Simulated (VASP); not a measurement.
# A VASP study of SrO (LDA): structure first, properties next

Aim: relax SrO, then compute properties on the relaxed cell. The steps: relaxing cell and atoms (LDA), second relaxation, density, ELF and potential (LDA), band structure (LDA), total and projected DOS (LDA), dielectric tensor and Born charges (LDA) and electric field gradients (LDA). The start is a cell from a database of measured crystal structures.

Main program and level: VASP 6.6.1; LDA; plane waves and PAW (Sr_sv, O).

The database entry behind the starting cell differs from later determinations by our own check (about 0.5 % short), so it need not match the best structure at ambient conditions.

### 1. The starting structure

Before any relaxation, the start is as follows. The structure is cubic, space group Fm-3m (No. 225). Conventional cell: a = 5.133 Å, b = 5.133 Å, c = 5.133 Å, α = 90.00°, β = 90.00°, γ = 90.00°. Nearest to Sr lie 6 O at 2.57 Å. Nearest to O lie 6 Sr at 2.57 Å. Farther neighbours and most contacts between anions are not listed.

As a file:

```cif
data_structure
_symmetry_space_group_name_H-M 'P 1'
_symmetry_Int_Tables_number 1
_cell_length_a 3.6293
_cell_length_b 3.6293
_cell_length_c 3.6293
_cell_angle_alpha 60.000
_cell_angle_beta 60.000
_cell_angle_gamma 60.000
_cell_volume 33.80
loop_
_atom_site_label
_atom_site_type_symbol
_atom_site_fract_x
_atom_site_fract_y
_atom_site_fract_z
_atom_site_occupancy
Sr1 Sr 0.50000 0.50000 0.50000 1
O2 O 0.00000 0.00000 0.00000 1
```

### 2. Relaxing cell and atoms (LDA)

Properties are meant for the cell that this level of theory prefers, so cell and atoms are relaxed first (ISIF = 3) until forces and stress are small; EDIFFG sets the threshold. LDA, the lowest rung, knows the local density alone.

Contents of INCAR:

```
SYSTEM = SrO
PREC = Accurate
ENCUT = 520
EDIFF = 1E-06
NELM = 100
ISMEAR = 0
SIGMA = 0.05
LREAL = .FALSE.
ALGO = Normal
GGA = CA
NBANDS = 14
LORBIT = 11
LWAVE = .FALSE.
LCHARG = .FALSE.
KPAR = 2
IBRION = 2
NSW = 60
ISIF = 3
EDIFFG = -0.01
```

Contents of POSCAR:

```
SrO
1.0
    0.0000000000      2.5663000000      2.5663000000
    2.5663000000      0.0000000000      2.5663000000
    2.5663000000      2.5663000000      0.0000000000
Sr O
1 1
Direct
    0.5000000000      0.5000000000      0.5000000000
    0.0000000000      0.0000000000      0.0000000000
```

Contents of KPOINTS:

```
Automatic mesh
0
Gamma
9 9 9
0 0 0
```

The projector-augmented-wave data sets are Sr_sv and O (LDA family, release 64).

Launch:

```
$ mpirun -np 2 vasp_std
```

What it wrote:

```text
[banner, memory and clock lines left out]
running    2 mpi-ranks, on    1 nodes
 distrk:  each k-point on    1 cores,    2 groups
 distr:  one band on    1 cores,    1 groups

 POSCAR found type information on POSCAR SrO
 POSCAR found :  2 types and       2 ions
 LDA part: xc-table for (Slater(with rela. corr.)+CA(PZ))
 , standard interpolation
 POSCAR, INCAR and KPOINTS ok, starting setup
 FFT: planning ... GRIDC
 FFT: planning ... GRID_SOFT
 FFT: planning ... GRID
 WAVECAR not read
 entering main loop
       N       E                     dE             d eps       ncg     rms          rms(c)
DAV:   1     0.624352392550E+02    0.62435E+02   -0.79173E+03   980   0.107E+03
DAV:   2    -0.118962650897E+02   -0.74332E+02   -0.68242E+02  1374   0.229E+02
DAV:   3    -0.155031743821E+02   -0.36069E+01   -0.35892E+01  1382   0.434E+01
DAV:   4    -0.155604515270E+02   -0.57277E-01   -0.57267E-01  1248   0.435E+00
DAV:   5    -0.155614362411E+02   -0.98471E-03   -0.98471E-03  1250   0.384E-01    0.174E+01
DAV:   6    -0.136017201080E+02    0.19597E+01   -0.69532E+00  1010   0.207E+01    0.210E+01
DAV:   7    -0.134259250250E+02    0.17580E+00   -0.41207E-01  1166   0.558E+00    0.116E+01
DAV:   8    -0.133766506263E+02    0.49274E-01   -0.13859E-01  1166   0.357E+00    0.130E+00
DAV:   9    -0.133776838410E+02   -0.10332E-02   -0.62838E-03  1498   0.487E-01    0.284E-01
DAV:  10    -0.133775599983E+02    0.12384E-03   -0.32661E-04  1034   0.204E-01    0.163E-01
DAV:  11    -0.133775842283E+02   -0.24230E-04   -0.48965E-05  1124   0.631E-02    0.184E-02
DAV:  12    -0.133775858434E+02   -0.16151E-05   -0.33318E-06  1098   0.142E-02    0.116E-02
DAV:  13    -0.133775855382E+02    0.30517E-06   -0.14277E-06   850   0.893E-03
   1 F= -.13377586E+02 E0= -.13377586E+02  d E =-.133776E+02
 curvature:   0.00 expect dE= 0.000E+00 dE for cont linesearch  0.000E+00
 trial: gam= 0.00000 g(F)=  0.158E-59 g(S)=  0.316E-01 ort = 0.000E+00 (trialstep = 0.100E+01)
 search vector abs. value=  0.316E-01
 bond charge predicted
       N       E                     dE             d eps       ncg     rms          rms(c)
DAV:   1    -0.136563017730E+02   -0.27872E+00   -0.54243E+00  1350   0.204E+01    0.615E+00
DAV:   2    -0.134319357214E+02    0.22437E+00   -0.68325E-01  1100   0.694E+00    0.143E+00
DAV:   3    -0.133885208184E+02    0.43415E-01   -0.86390E-02  1498   0.308E+00    0.110E+00
DAV:   4    -0.133824570139E+02    0.60638E-02   -0.41414E-02  1586   0.142E+00    0.812E-01
DAV:   5    -0.133853870412E+02   -0.29300E-02   -0.31247E-03  1548   0.406E-01    0.965E-02
DAV:   6    -0.133855089269E+02   -0.12189E-03   -0.66183E-04  1774   0.227E-01    0.946E-02
DAV:   7    -0.133855648436E+02   -0.55917E-04   -0.94475E-05  1642   0.698E-02    0.232E-02
DAV:   8    -0.133855625531E+02    0.22904E-05   -0.50229E-06  1570   0.184E-02    0.532E-03
DAV:   9    -0.133855626486E+02   -0.95518E-07   -0.32397E-07   678   0.503E-03
   2 F= -.13385563E+02 E0= -.13385563E+02  d E =-.797711E-02
 trial-energy change:   -0.007977  1 .order   -0.007442   -0.031600    0.016716
 step:   0.6687(harm=  0.6540)  dis= 0.00000  next Energy=   -13.388312 (dE=-0.107E-01)
 bond charge predicted
       N       E                     dE             d eps       ncg     rms          rms(c)
DAV:   1    -0.134178259026E+02   -0.32263E-01   -0.58877E-01  1286   0.666E+00    0.174E+00
DAV:   2    -0.133933655582E+02    0.24460E-01   -0.77877E-02  1166   0.235E+00    0.455E-01
DAV:   3    -0.133886057721E+02    0.47598E-02   -0.96020E-03  1528   0.104E+00    0.573E-01
DAV:   4    -0.133879616604E+02    0.64411E-03   -0.35557E-03  1628   0.422E-01    0.408E-01
DAV:   5    -0.133882422189E+02   -0.28056E-03   -0.45794E-04  1554   0.139E-01    0.134E-01
DAV:   6    -0.133883264337E+02   -0.84215E-04   -0.16842E-04  1630   0.794E-02    0.241E-02
DAV:   7    -0.133883280064E+02   -0.15726E-05   -0.40289E-06  1214   0.187E-02    0.370E-03
DAV:   8    -0.133883280211E+02   -0.14776E-07   -0.15824E-07   682   0.335E-03
   3 F= -.13388328E+02 E0= -.13388328E+02  d E =-.107425E-01
 curvature:  -0.33 expect dE=-0.812E-07 dE for cont linesearch -0.812E-07
 trial: gam=-0.00280 g(F)=  0.135E-60 g(S)=  0.249E-06 ort = 0.887E-04 (trialstep = 0.934E+00)
 search vector abs. value=  0.102E-09
 reached required accuracy - stopping structural energy minimisation
```

Wall time 19 s (2 MPI ranks of AMD EPYC 7R43, shared host); peak memory 0.25 GiB.

Lines that name or quote the potential files are left out of all logs, and their timing lines are given in words.

OUTCAR, selected parts (step 2):

```text
ion  position               nearest neighbor table
   1  0.500  0.500  0.500-   2 2.57   2 2.57   2 2.57   2 2.57   2 2.57   2 2.57
   2  0.000  0.000  0.000-   1 2.57   1 2.57   1 2.57   1 2.57   1 2.57   1 2.57

  LATTYP: Found a face centered cubic cell.
 ALAT       =     5.1326000000

 Subroutine GETGRP returns: Found 48 space group operations
 (whereof 48 operations were pure point group operations)

The static configuration has the point symmetry O_h .

 Found     35 irreducible k-points:

   k-points           NKPTS =     35   k-points in BZ     NKDIM =     35   number of bands    NBANDS=     14

   dimension x,y,z NGX =    28 NGY =   28 NGZ =   28
   dimension x,y,z NGXF=    56 NGYF=   56 NGZF=   56

   ENCUT  =  520.0 eV  38.22 Ry    6.18 a.u.   6.75  6.75  6.75*2*pi/ulx,y,z

   NELECT =      16.0000    total number of electrons

 k-points in reciprocal lattice and weights: Automatic mesh
   0.00000000  0.00000000  0.00000000       0.001
   0.11111111  0.00000000  0.00000000       0.011
   0.22222222  0.00000000  0.00000000       0.011
   0.33333333  0.00000000  0.00000000       0.011
   0.44444444  0.00000000  0.00000000       0.011
   0.11111111  0.11111111  0.00000000       0.008
   0.22222222  0.11111111  0.00000000       0.033
   0.33333333  0.11111111  0.00000000       0.033
   0.44444444  0.11111111  0.00000000       0.033
[...]
-0.33333333  0.44444444  0.11111111       0.033
  -0.33333333  0.44444444  0.22222222       0.033

 average (electrostatic) potential at core
       1 -35.9709       2 -71.7328

 E-fermi :   1.7315

 k-point     1 :       0.0000    0.0000    0.0000
  band No.  band energies     occupation
    ...
      4     -12.1136      2.00000
      5     -12.1136      2.00000
      6       1.5305      2.00000
      7       1.5305      2.00000
      8       1.5305      2.00000
      9       5.6030      0.00000
     10       7.7122      0.00000
     11       7.7122      0.00000
     12       7.7122      0.00000
     13      10.0244      0.00000
    ...

 k-point     2 :       0.1111    0.0000    0.0000
  band No.  band energies     occupation
    ...
      4     -12.1248      2.00000
      5     -11.8171      2.00000
      6       1.1362      2.00000
      7       1.3562      2.00000
      8       1.3562      2.00000
      9       6.1877      0.00000
     10       7.5740      0.00000
     11       7.9696      0.00000
     12       7.9696      0.00000
     13      10.3761      0.00000
    ...

 k-point     3 :       0.2222    0.0000    0.0000
  band No.  band energies     occupation
    ...
      4     -12.1526      2.00000
      5     -11.3593      2.00000
      6       0.3605      2.00000
      7       0.9574      2.00000
      8       0.9574      2.00000
      9       7.4373      0.00000
     10       7.5569      0.00000
     11       8.6878      0.00000
     12       8.6878      0.00000
     13      11.2805      0.00000
    ...

  Total       -0.0018545     -0.0018545     -0.0018545      0.0000000     -0.0000000      0.0000000
  in kB       -0.0907699     -0.0907699     -0.0907699      0.0000000     -0.0000000      0.0000000
  external PRESSURE =      -0.0907699 kB  Pullay stress =       0.0000000 kB

  energy-cutoff  :      520.00
  volume of cell :       32.73
      direct lattice vectors                 reciprocal lattice vectors
    -0.000000000  2.538943942  2.538943942    -0.196932272  0.196932272  0.196932272
     2.538943942 -0.000000000  2.538943942     0.196932272 -0.196932272  0.196932272
     2.538943942  2.538943942  0.000000000     0.196932272  0.196932272 -0.196932272

 POSITION                                       TOTAL-FORCE (eV/Angst)
 -----------------------------------------------------------------------------------
      2.53894      2.53894      2.53894        -0.000000     -0.000000     -0.000000
     -0.00000      0.00000      0.00000         0.000000      0.000000      0.000000
 -----------------------------------------------------------------------------------
    total drift:                                0.000000      0.000000      0.000000

  FREE ENERGIE OF THE ION-ELECTRON SYSTEM (eV)
  ---------------------------------------------------
  free  energy   TOTEN  =       -13.3883280211 eV

  energy  without entropy=      -13.3883280211  energy(sigma->0) =      -13.38832802

 reached required accuracy - stopping structural energy minimisation

 total charge
# of ion       s       p       d       tot
------------------------------------------
    1        2.020   5.816   0.281   8.116
    2        1.541   3.413   0.000   4.955
--------------------------------------------------
tot          3.561   9.229   0.281  13.071

[... 3 further parts left out ...]
```

CONTCAR:

```
SrO
   1.00000000000000
    -0.0000000000000000    2.5389439424484976    2.5389439424484976
     2.5389439424484976   -0.0000000000000000    2.5389439424484976
     2.5389439424484976    2.5389439424484976    0.0000000000000000
  Sr              O
     1     1
Direct
     0.5000000000000000    0.5000000000000000    0.5000000000000000
     0.0000000000000000    0.0000000000000000    0.0000000000000000
```

The gap is read on the k-mesh alone, so it is an upper bound where the band edges lie off the mesh. The run keeps the 48 symmetry operations of its start, so it cannot find a distortion of lower symmetry.

Step by step:

| step | energy less that of the first step (eV) | largest force (eV/Å) | pressure (GPa) | volume (Å³) |
| --- | --- | --- | --- | --- |
| 1 | 0.0000 | 0.0000 | -3.13 | 33.80 |
| 2 | -0.0080 | 0.0000 | 1.74 | 32.21 |
| 3 | -0.0107 | 0.0000 | -0.01 | 32.73 |

| conventional cell, symmetrised | before | after | change |
| --- | --- | --- | --- |
| a (Å) | 5.133 | 5.078 | -1.1 % |
| b (Å) | 5.133 | 5.078 | -1.1 % |
| c (Å) | 5.133 | 5.078 | -1.1 % |
| volume (Å³/atom) | 16.90 | 16.37 | -3.2 % |

The relaxed structure:

```xyz
2
Lattice="0.0000 2.5389 2.5389 2.5389 0.0000 2.5389 2.5389 2.5389 0.0000" Properties=species:S:1:pos:R:3 pbc="T T T"
Sr    2.5389    2.5389    2.5389
O     0.0000    0.0000    0.0000
```

Numbers from this step:

```yaml
electrons: 16
bands: 14
irreducible_k_points: 35
symmetry_operations: 48
free_energy_toten: -13.39 eV
fermi_energy: 1.732 eV
pressure: -0.009077 GPa
metallic: no
valence_top_at_k: 0, 0, 0
conduction_bottom_at_k: 0.4444, 0.4444, 0
least_direct_gap_at_k: 0.4444, 0.4444, 0
scf_cycles_over_all_ionic_steps: 30
gap_on_the_k_mesh: 3.128 eV
least_direct_gap_on_the_k_mesh: 3.193 eV
```

It ends with forces that vanish by symmetry and a pressure of -0.01 GPa. The volume lies -3.2 % from that of the database's start, which holds the thermal and zero-point expansion of its experiment. LDA is known to overbind.

### 3. Second relaxation

A relaxation keeps the plane waves of the cell it began with, so it is repeated from the new cell, on a basis made for it.

INCAR is that of step 2.

Contents of POSCAR:

```
SrO
1.0
    0.0000000000      2.5389439424      2.5389439424
    2.5389439424      0.0000000000      2.5389439424
    2.5389439424      2.5389439424      0.0000000000
Sr O
1 1
Direct
    0.5000000000      0.5000000000      0.5000000000
    0.0000000000      0.0000000000      0.0000000000
```

KPOINTS is that of step 2.

Launch:

```
$ mpirun -np 2 vasp_std
```

What it wrote:

```text
[... set-up lines as in an earlier step ...]
 entering main loop
       N       E                     dE             d eps       ncg     rms          rms(c)
DAV:   1     0.625087492044E+02    0.62509E+02   -0.79950E+03   980   0.109E+03
DAV:   2    -0.120979827910E+02   -0.74607E+02   -0.68271E+02  1282   0.231E+02
DAV:   3    -0.154951694211E+02   -0.33972E+01   -0.33834E+01  1370   0.428E+01
DAV:   4    -0.155813536256E+02   -0.86184E-01   -0.86130E-01  1254   0.494E+00
DAV:   5    -0.155822002548E+02   -0.84663E-03   -0.84662E-03  1248   0.419E-01    0.185E+01
DAV:   6    -0.136003284699E+02    0.19819E+01   -0.68256E+00  1004   0.210E+01    0.223E+01
DAV:   7    -0.134356571816E+02    0.16467E+00   -0.38537E-01  1172   0.548E+00    0.125E+01
DAV:   8    -0.133867802870E+02    0.48877E-01   -0.13711E-01  1202   0.352E+00    0.139E+00
DAV:   9    -0.133876872177E+02   -0.90693E-03   -0.58659E-03  1486   0.476E-01    0.288E-01
DAV:  10    -0.133875938462E+02    0.93372E-04   -0.31539E-04  1076   0.197E-01    0.154E-01
DAV:  11    -0.133876143771E+02   -0.20531E-04   -0.49597E-05  1130   0.637E-02    0.188E-02
DAV:  12    -0.133876158613E+02   -0.14841E-05   -0.36508E-06  1120   0.152E-02    0.122E-02
DAV:  13    -0.133876155097E+02    0.35161E-06   -0.15082E-06   838   0.925E-03
   1 F= -.13387616E+02 E0= -.13387616E+02  d E =-.133876E+02
 curvature:   0.00 expect dE= 0.000E+00 dE for cont linesearch  0.000E+00
 trial: gam= 0.00000 g(F)=  0.325E-59 g(S)=  0.552E-06 ort = 0.000E+00 (trialstep = 0.100E+01)
 search vector abs. value=  0.552E-06
 reached required accuracy - stopping structural energy minimisation
```

It took 8.4 s on 2 MPI ranks; peak memory 0.23 GiB; 16 s of CPU time.

OUTCAR, selected parts (step 3):

```text
  LATTYP: Found a face centered cubic cell.
 ALAT       =     5.0778878848

The static configuration has the point symmetry O_h .

 Found     35 irreducible k-points:

   ENCUT  =  520.0 eV  38.22 Ry    6.18 a.u.   6.68  6.68  6.68*2*pi/ulx,y,z

   NELECT =      16.0000    total number of electrons

 E-fermi :   1.7316

 k-point     1 :       0.0000    0.0000    0.0000
  band No.  band energies     occupation
    ...
      4     -12.1136      2.00000
      5     -12.1136      2.00000
      6       1.5306      2.00000
      7       1.5306      2.00000
      8       1.5306      2.00000
      9       5.6028      0.00000
     10       7.7122      0.00000
     11       7.7122      0.00000
     12       7.7122      0.00000
     13      10.0244      0.00000
    ...

 k-point     2 :       0.1111    0.0000    0.0000
  band No.  band energies     occupation
    ...
      4     -12.1247      2.00000
      5     -11.8171      2.00000
      6       1.1362      2.00000
      7       1.3563      2.00000
      8       1.3563      2.00000
      9       6.1875      0.00000
     10       7.5740      0.00000
     11       7.9697      0.00000
     12       7.9697      0.00000
     13      10.3761      0.00000
    ...

  Total       -0.0027614     -0.0027614     -0.0027614     -0.0000000      0.0000000      0.0000000
  in kB       -0.1351586     -0.1351586     -0.1351586     -0.0000000      0.0000000      0.0000000
  external PRESSURE =      -0.1351586 kB  Pullay stress =       0.0000000 kB

  energy-cutoff  :      520.00
  volume of cell :       32.73
      direct lattice vectors                 reciprocal lattice vectors
     0.000000000  2.538943942  2.538943942    -0.196932272  0.196932272  0.196932272
     2.538943942  0.000000000  2.538943942     0.196932272 -0.196932272  0.196932272
     2.538943942  2.538943942  0.000000000     0.196932272  0.196932272 -0.196932272

 POSITION                                       TOTAL-FORCE (eV/Angst)
 -----------------------------------------------------------------------------------
      2.53894      2.53894      2.53894         0.000000     -0.000000     -0.000000
      0.00000      0.00000      0.00000        -0.000000      0.000000      0.000000
 -----------------------------------------------------------------------------------
    total drift:                                0.000000      0.000000      0.000000

  FREE ENERGIE OF THE ION-ELECTRON SYSTEM (eV)
  ---------------------------------------------------
  free  energy   TOTEN  =       -13.3876155097 eV

  energy  without entropy=      -13.3876155097  energy(sigma->0) =      -13.38761551

 total charge
# of ion       s       p       d       tot
------------------------------------------
    1        2.020   5.816   0.281   8.116
    2        1.542   3.413   0.000   4.956
--------------------------------------------------
tot          3.562   9.229   0.281  13.072

[... 5 parts as in an earlier step ...]

[... 6 further parts left out ...]
```

CONTCAR:

```
SrO
   1.00000000000000
     0.0000000000000000    2.5389439424000000    2.5389439424000000
     2.5389439424000000    0.0000000000000000    2.5389439424000000
     2.5389439424000000    2.5389439424000000    0.0000000000000000
  Sr              O
     1     1
Direct
     0.5000000000000000    0.5000000000000000    0.5000000000000000
     0.0000000000000000    0.0000000000000000    0.0000000000000000
```

Little changed from the start: no atom moved by 0.005 Å and no cell edge by 0.1 %.

This step gave:

- pressure: -0.01352 GPa
- SCF cycles over all ionic steps: 13

It ends with forces that vanish by symmetry and a pressure of -0.01 GPa. The volume moved by under 0.01 %: the run met its threshold at the first step.

[end of part 1 of 4]

[Lines on the potential files, build, host, timing and source positions are cut from VASP's logs without a mark.]

[Logs are printed without paths, hosts, clocks, repeated set-up lines and the standing remarks that a program may print on its own settings, such as how far it seeks lower states.]

[Hosts, paths, dates, database ids (printed as entryN), source tags and the programs' standing remarks are cut or masked in the printed files.]

[A measured line is paired with the nearest computed mode of its activity, which favours agreement.]
